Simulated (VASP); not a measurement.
Data:

```yaml
crystal:
  lattice:
    - [1.58032, -2.73720, 0.00000]
    - [1.58032, 2.73720, 0.00000]
    - [0.00000, 0.00000, 3.51747]
  atoms:
    - { symbol: Zr, position: [0.00000, 0.00000, 0.00000] }
    - { symbol: B, position: [0.33333, 0.66667, 0.50000] }
    - { symbol: B, position: [0.66667, 0.33333, 0.50000] }
```

Level of theory: revTPSS meta-GGA, VASP's PBE PAW potentials (set 64) (plane waves; VASP). Numerical set-up: 520 eV cut-off, 12×12×10 Γ-centred mesh, tetrahedra with Blöchl corrections, potentials Zr_sv B.

The cores are frozen, which limits the accuracy of field gradients.

Question: Give the principal components of the electric field gradient (V/Å²) and the asymmetry η at each nucleus.

Answer: 
```json
[
 {"atom": "Zr1", "Vxx": "-21.7", "Vyy": "-21.7", "Vzz": "43.4", "η": "0.00"},
 {"atom": "B2", "Vxx": "-0.8", "Vyy": "-0.8", "Vzz": "1.5", "η": "0.00"},
 {"atom": "B3", "Vxx": "-0.8", "Vyy": "-0.8", "Vzz": "1.5", "η": "0.00"}
]
```

The compound is ZrB2 in the AlB2 type structure. It was relaxed first.
